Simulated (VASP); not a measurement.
Take RbBr (rock salt), against free atoms with fixed spin and no zero-point term, in VASP with PAW potentials, and its cohesive energy.

Question: One run gives 3.21 eV/atom. Which level is it?
A) PBE-D3(BJ)
B) LDA
C) r2SCAN
D) PBEsol

Answer: B, LDA.  The others give 2.97 (PBEsol), 3.02 (PBE-D3(BJ)), 3.02 (r2SCAN).

Only levels that ran to the end are used. Left out are those held back, those with too coarse a band path, GW runs whose mesh misses a band edge, hybrids' fits of cells that aren't cubic and levels without matching references; a question may draw on a part of the rest.
